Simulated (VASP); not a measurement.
# Ta2SiN2 (I4/mmm) in VASP: single point with r2SCAN

Aim: the single point of Ta2SiN2 with r2SCAN.

All numbers are computed with VASP 6.6.1; they aren't measurements. Logs are shortened: lines on timing, memory, paths and dates and some standing lists are left out, and cuts for length are marked.

**1. The structure**

Symmetry: I4/mmm, No. 139, tetragonal system. The conventional cell has a = 3.506 Å, b = 3.506 Å, c = 10.871 Å, α = 90.00°, β = 90.00°, γ = 90.00°. Ta (site symmetry 4mm) has 4 N at 2.08 Å as nearest neighbours. Si (site symmetry 4/mmm) has 8 Ta at 2.95 Å and 8 N at 3.23 Å as nearest neighbours. N (site symmetry -4m2) has 4 Ta at 2.08 Å as nearest neighbours.

The cell was built by a generator and needn't be a form met in nature.

**2. Single point, r2SCAN**

INCAR

```
SYSTEM = Ta2SiN2
  PREC = Accurate
  ENCUT = 520
  EDIFF = 1E-6
  ISMEAR = 0
  SIGMA = 0.1
  LREAL = .FALSE.
  LASPH = .TRUE.
  NELM = 150
  ALGO = Normal
  ISIF = 2
  LWAVE = .FALSE.
  LCHARG = .FALSE.
  METAGGA = R2SCAN
  LMIXTAU = .TRUE.
  NBANDS = 26
  KPAR = 4
```

KPOINTS

```
Automatic mesh
0
G
  12 12 12
  0 0 0
```

POSCAR

```
Ta2SiN2
1.0
   -1.7532500000      1.7532500000      5.4355400000
    1.7532500000     -1.7532500000      5.4355400000
    1.7532500000      1.7532500000     -5.4355400000
Ta Si N
2 1 2
Direct
    0.3524650000      0.3524650000      0.0000000000
    0.6475350000      0.6475350000      0.0000000000
    0.0000000000      0.0000000000      0.0000000000
    0.7500000000      0.2500000000      0.5000000000
    0.2500000000      0.7500000000      0.5000000000
```

Potentials or basis: VASP PAW PBE potentials, release 64 (Ta_pv, Si, N).

Run with:

```console
> cat potpaw_PBE.64/Ta_pv/POTCAR potpaw_PBE.64/Si/POTCAR potpaw_PBE.64/N/POTCAR > POTCAR
> mpirun -np 4 vasp_std > vasp.out
```

OUTCAR:

```text
SYSTEM = Ta2SiN2
   PREC = Accurate
   ENCUT = 520
   EDIFF = 1E-6
   ISMEAR = 0
   LREAL = .FALSE.
   LASPH = .TRUE.
   NELM = 150
   ISIF = 2
   METAGGA = R2SCAN

 ion  position               nearest neighbor table
   1  0.352  0.352  0.000-   4 2.08   5 2.08   5 2.08   4 2.08   3 2.95   3 2.95   3 2.95   3 2.95
                             2 3.21   2 3.33   2 3.33   2 3.33   2 3.33
   2  0.648  0.648  0.000-   5 2.08   4 2.08   4 2.08   5 2.08   3 2.95   3 2.95   3 2.95   3 2.95
                             1 3.21   1 3.33   1 3.33   1 3.33   1 3.33
   3  0.000  0.000  0.000-   2 2.95   1 2.95   2 2.95   1 2.95   2 2.95   1 2.95   1 2.95   2 2.95

   4  0.750  0.250  0.500-   1 2.08   2 2.08   1 2.08   2 2.08
   5  0.250  0.750  0.500-   1 2.08   2 2.08   1 2.08   2 2.08

  LATTYP: Found a body centered tetragonal cell.
 ALAT       =     3.5065000000
 C/A-ratio  =     3.1002652217

  Lattice vectors:

 A1 = (  -1.7532500000,   1.7532500000,   5.4355400000)
 A2 = (   1.7532500000,  -1.7532500000,   5.4355400000)
 A3 = (   1.7532500000,   1.7532500000,  -5.4355400000)

Analysis of symmetry for initial positions (statically):
=====================================================================
 Subroutine PRICEL returns:
 Original cell was already a primitive cell.

 Routine SETGRP: Setting up the symmetry group for a
 body centered tetragonal supercell.

 Subroutine GETGRP returns: Found 16 space group operations
 (whereof 16 operations were pure point group operations)
 out of a pool of 16 trial point group operations.

The static configuration has the point symmetry D_4h.

Analysis of symmetry for dynamics (positions and initial velocities):
=====================================================================
 Subroutine PRICEL returns:
 Original cell was already a primitive cell.

 Routine SETGRP: Setting up the symmetry group for a
 body centered tetragonal supercell.

 Subroutine GETGRP returns: Found 16 space group operations
 (whereof 16 operations were pure point group operations)
 out of a pool of 16 trial point group operations.

The dynamic configuration has the point symmetry D_4h.

 Subroutine INISYM returns: Found 16 space group operations
 (whereof 16 operations are pure point group operations),
 and found     1 'primitive' translations

----------------------------------------------------------------------------------------

                                     Primitive cell

  volume of cell :      66.8329

  direct lattice vectors                    reciprocal lattice vectors
    -1.753250000  1.753250000  5.435540000     0.000000000  0.285184657  0.091987181
     1.753250000 -1.753250000  5.435540000     0.285184657  0.000000000  0.091987181
     1.753250000  1.753250000 -5.435540000     0.285184657  0.285184657  0.000000000

  length of vectors
     5.974350694  5.974350694  5.974350694     0.299653016  0.299653016  0.403312010

  position of ions in fractional coordinates (direct lattice)
     0.352465000  0.352465000  0.000000000
     0.647535000  0.647535000  0.000000000
     0.000000000  0.000000000  0.000000000
     0.750000000  0.250000000  0.500000000
     0.250000000  0.750000000  0.500000000

  ion indices of the primitive-cell ions
   primitive index   ion index
                 1           1
                 2           2
                 3           3
                 4           4
                 5           5

----------------------------------------------------------------------------------------

 KPOINTS: Automatic mesh

Automatic generation of k-mesh.
 Grid dimensions read from file:
 generate k-points for:   12   12   12

 Generating k-lattice:

  Cartesian coordinates                     Fractional coordinates (reciprocal lattice)
     0.000000000  0.023765388  0.007665598     0.083333333  0.000000000 -0.000000000
     0.023765388  0.000000000  0.007665598     0.000000000  0.083333333 -0.000000000
     0.023765388  0.023765388  0.000000000     0.000000000  0.000000000  0.083333333

  Length of vectors
     0.024971085  0.024971085  0.033609334

  Shift w.r.t. Gamma in fractional coordinates (k-lattice)
     0.000000000  0.000000000  0.000000000

 Subroutine IBZKPT returns following result:
 ===========================================

 Found    163 irreducible k-points:

 Following reciprocal coordinates:
            Coordinates               Weight
  0.000000  0.000000  0.000000      1.000000
  0.083333  0.000000  0.000000      8.000000
  0.166667  0.000000  0.000000      8.000000
  0.250000  0.000000  0.000000      8.000000
  0.333333  0.000000  0.000000      8.000000
  0.416667  0.000000 -0.000000      8.000000
[... 16 lines left out ...]
  0.500000  0.166667 -0.000000     16.000000
 -0.416667  0.166667  0.000000     16.000000
 [... further k-points ...]
   k-points           NKPTS =    163   k-points in BZ     NKDIM =    163   number of bands    NBANDS=     26
   number of dos      NEDOS =    301   number of ions     NIONS =      5
   total plane-waves  NPLWV = 110592
   dimension x,y,z NGX =    48 NGY =   48 NGZ =   48
   dimension x,y,z NGXF=    96 NGYF=   96 NGZF=   96
   ions per type =               2   1   2
   NGX,Y,Z   is equivalent  to a cutoff of  13.36, 13.36, 13.36 a.u.
   NGXF,Y,Z  is equivalent  to a cutoff of  26.71, 26.71, 26.71 a.u.
 SYSTEM =  Ta2SiN2
   PREC   = accura    normal or accurate (medium, high low for compatibility)
   ISTART =      0    job   : 0-new  1-cont  2-samecut
   ICHARG =      2    charge: 1-file 2-atom 10-const
   ISPIN  =      1    spin polarized calculation?
   LNONCOLLINEAR =      F non collinear calculations
   LSORBIT =      F    spin-orbit coupling
   LASPH  =      T    aspherical Exc in radial PAW
   ENCUT  =  520.0 eV  38.22 Ry    6.18 a.u.  11.11 11.11 11.11*2*pi/ulx,y,z
   NELM   =    150;   NELMIN=  2; NELMDL= -5     # of ELM steps
   EDIFF  = 0.1E-05   stopping-criterion for ELM
   LREAL  =      F    real-space projection
   EDIFFG = 0.1E-04   stopping-criterion for IOM
   NSW    =      0    number of steps for IOM
   IBRION =     -1    ionic relax: 0-MD 1-quasi-New 2-CG
   NFREE  =      0    steps in history (QN), initial steepest desc. (CG)
   ISIF   =      2    stress and relaxation
   ISYM   =      2    0-nonsym 1-usesym 2-fastsym
   POTIM  = 0.5000    time-step for ionic-motion
   TEBEG  =    0.0;   TEEND  =   0.0 temperature during run
   PSTRESS=    0.0 pullay stress
   NELECT =      36.0000    total number of electrons
   NUPDOWN=      -1.0000    fix difference up-down
   EMIN   =  10.00;   EMAX   =-10.00  energy-range for DOS
   EFERMI =   0.00;   METHOD = LEGACY
   ISMEAR =     0;   SIGMA  =   0.10  broadening in eV -4-tet -1-fermi 0-gaus
   EFERMI_NEDOS =   21; number of points for ismear=-14 and -15
   IALGO  =     38    algorithm
   IMIX   =      4    mixing-type and parameters
     AMIX     =   0.40;   BMIX     =  1.00
     AMIX_MAG =   1.60;   BMIX_MAG =  1.00
  volume/ion in A,a.u.               =      13.37        90.20
  Fermi-wavevector in a.u.,A,eV,Ry     =   1.332024  2.517161 24.140670  1.774289
  Thomas-Fermi vector in A             =   2.460991
   LORBIT       =      0    0 simple, 1 ext, 2 COOP (PROOUT), +10 PAW based schemes
   METAGGA = R2SCAN    functional components
   LHFCALC =     F    Hartree Fock is set to
   AEXX    =    0.0000 exact exchange contribution
   IVDW    =     0    specifies the selected vdW correction
   LEPSILON=     F    determine dielectric tensor
   LRPA    =     F    only Hartree local field effects (RPA)
 non-spin polarized calculation
 Gauss-broadening in eV      SIGMA  =   0.10
  energy-cutoff  :      520.00
  volume of cell :       66.83
 maximum number of plane-waves:      1833
 NGX is ok and might be reduce to    48
   NGX = 23   NGY = 23   NGZ = 23

 number of electron      36.0000001 magnetization

 Free energy of the ion-electron system (eV)
  ---------------------------------------------------
  ext. energy  EPLUGINS =         0.00000000
  ---------------------------------------------------
  free energy    TOTEN  =      -127.14895818 eV

  energy without entropy =     -127.14142603  energy(sigma->0) =     -127.14519211

 E-fermi :   6.6718     XC(G=0): -12.7805

 val. band max:        6.6645962637   @ k =  -0.3333  -0.3333   0.2500
 cond. band min:       6.6773051167   @ k =  -0.1667   0.3333   0.1667
 fundamental gap:      0.0127088530
 Fermi energy:         6.6717686487

 k-point     1 :       0.0000    0.0000    0.0000
  band No.  band energies     occupation
      1     -29.9555      2.00000
      2     -29.8411      2.00000
      3     -29.8411      2.00000
      4     -29.7466      2.00000
      5     -29.7466      2.00000
      6     -29.5632      2.00000
[... 18 lines left out ...]
     25      11.7736      0.00000
     26      11.7736      0.00000

 k-point     2 :       0.0833    0.0000    0.0000
  band No.  band energies     occupation
      1     -29.9549      2.00000
      2     -29.8524      2.00000
      3     -29.8388      2.00000
      4     -29.7529      2.00000
      5     -29.7474      2.00000
      6     -29.5658      2.00000
[... 18 lines left out ...]
     25      11.9676      0.00000
     26      12.0339      0.00000

 k-point     3 :       0.1667    0.0000    0.0000
  band No.  band energies     occupation
      1     -29.9562      2.00000
      2     -29.8829      2.00000
      3     -29.8322      2.00000
      4     -29.7663      2.00000
      5     -29.7501      2.00000
      6     -29.5739      2.00000
[... 18 lines left out ...]
     25      12.1857      0.00000
     26      12.3700      0.00000

 k-point     4 :       0.2500    0.0000    0.0000
  band No.  band energies     occupation
      1     -29.9666      2.00000
      2     -29.9241      2.00000
      3     -29.8223      2.00000
      4     -29.7732      2.00000
      5     -29.7547      2.00000
      6     -29.5874      2.00000
[... 18 lines left out ...]
     25      12.0845      0.00000
     26      12.7666      0.00000

 k-point     5 :       0.3333    0.0000    0.0000
  band No.  band energies     occupation
      1     -29.9868      2.00000
      2     -29.9650      2.00000
      3     -29.8102      2.00000
      4     -29.7658      2.00000
      5     -29.7615      2.00000
      6     -29.6051      2.00000
[... 18 lines left out ...]
     25      11.8089      0.00000
     26      12.7956      0.00000

 k-point     6 :       0.4167    0.0000   -0.0000
  band No.  band energies     occupation
      1     -30.0059      2.00000
      2     -29.9951      2.00000
      3     -29.7976      2.00000
      4     -29.7701      2.00000
      5     -29.7508      2.00000
      6     -29.6227      2.00000
[... 427 lines left out ...]
 k-point    21 :       0.3333    0.1667    0.0000
  band No.  band energies     occupation
      1     -29.9792      2.00000
      2     -29.9710      2.00000
      3     -29.8444      2.00000
      4     -29.7828      2.00000
      5     -29.7561      2.00000
      6     -29.6263      2.00000
[... 18 lines left out ...]
     25      11.4607      0.00000
     26      12.5296      0.00000

 k-point    22 :       0.4167    0.1667    0.0000
  band No.  band energies     occupation
      1     -30.0038      2.00000
      2     -29.9967      2.00000
      3     -29.8308      2.00000
      4     -29.7917      2.00000
      5     -29.7459      2.00000
      6     -29.6378      2.00000
[... 18 lines left out ...]
     25      11.4789      0.00000
     26      12.3410      0.00000

 k-point    23 :       0.5000    0.1667   -0.0000
  band No.  band energies     occupation
      1     -30.0176      2.00000
      2     -30.0032      2.00000
      3     -29.8184      2.00000
      4     -29.8017      2.00000
      5     -29.7482      2.00000
      6     -29.6346      2.00000
[... 18 lines left out ...]
     25      11.5673      0.00000
     26      12.3251      0.00000

 k-point    24 :      -0.4167    0.1667    0.0000
  band No.  band energies     occupation
      1     -30.0132      2.00000
      2     -29.9912      2.00000
      3     -29.8213      2.00000
      4     -29.7993      2.00000
      5     -29.7631      2.00000
      6     -29.6183      2.00000
[... 18 lines left out ...]
     25      11.6940      0.00000
     26      12.3653      0.00000

 [... further k-points ...]

------------------------ aborting loop because EDIFF is reached ----------------------------------------

  FORCE on cell =-STRESS in cart. coord.  units (eV):
  Direction    XX          YY          ZZ          XY          YZ          ZX
  --------------------------------------------------------------------------------------
  -------------------------------------------------------------------------------------
  Total       -1.1247124     -1.1247124     -0.9812829      0.0000000      0.0000000     -0.0000000
  in kB      -26.9625939    -26.9625939    -23.5241772      0.0000000      0.0000000     -0.0000000
  external PRESSURE =     -25.8164550 kB  Pullay stress =       0.0000000 kB

 VOLUME and BASIS-vectors are now :
 -----------------------------------------------------------------------------
  energy-cutoff  :      520.00
  volume of cell :       66.83
      direct lattice vectors                 reciprocal lattice vectors
    -1.753250000  1.753250000  5.435540000     0.000000000  0.285184657  0.091987181
     1.753250000 -1.753250000  5.435540000     0.285184657  0.000000000  0.091987181
     1.753250000  1.753250000 -5.435540000     0.285184657  0.285184657  0.000000000

 POSITION                                       TOTAL-FORCE (eV/Angst)
 -----------------------------------------------------------------------------------
      0.00000      0.00000      3.83168        -0.000000     -0.000000     -0.389557
      0.00000      0.00000      7.03940         0.000000      0.000000      0.389557
      0.00000      0.00000      0.00000        -0.000000     -0.000000      0.000000
     -0.00000      1.75325      2.71777        -0.000000     -0.000000      0.000000
      1.75325     -0.00000      2.71777        -0.000000     -0.000000     -0.000000
 -----------------------------------------------------------------------------------
    total drift:                                0.000000     -0.000000      0.000000

  FREE ENERGIE OF THE ION-ELECTRON SYSTEM (eV)
  ---------------------------------------------------
  free  energy   TOTEN  =      -127.1489581797 eV

  energy  without entropy=     -127.1414260331  energy(sigma->0) =     -127.14519211
```

Run time: 12 min. Hardware: 4 MPI ranks of Intel Xeon Platinum 8559C (Emerald Rapids), shared host; peak memory 0.54 GiB.

Results:

* Free energy: -127.1490 eV
* Pressure: -2.6 GPa
* Largest force: 0.390 eV/Å
* Band gap on the k mesh: none (metal or under the smearing width)

Forces on the atoms (eV/Å):
```
Ta   0.000  0.000 -0.390
Ta   0.000  0.000  0.390
Si   0.000  0.000  0.000
N    0.000  0.000  0.000
N    0.000  0.000  0.000
```

Levels at points of the mesh, in eV from the Fermi level:
```
           k point  band 14  band 15  band 16  band 17  band 18  band 19  band 20  band 21  band 22  band 23
(0.00, 0.00, 0.00)    -2.80    -2.80    -0.45     0.91     1.19     1.45     1.45     2.50     3.43     3.76
(0.50, 0.00, 0.00)    -5.11    -3.66    -2.56    -1.54     0.14     1.07     1.64     2.55     3.44     4.09
(0.50, 0.50, 0.00)    -3.40    -3.16    -2.24    -2.22    -0.97    -0.66     1.14     1.36     2.75     2.96
(0.50, 0.50, 0.50)    -2.24    -2.24    -2.18     0.36     0.36     1.06     1.14     1.67     2.16     2.97
```

Caveat: the PAW data sets were made with another functional, which shifts forces and pressure a little.
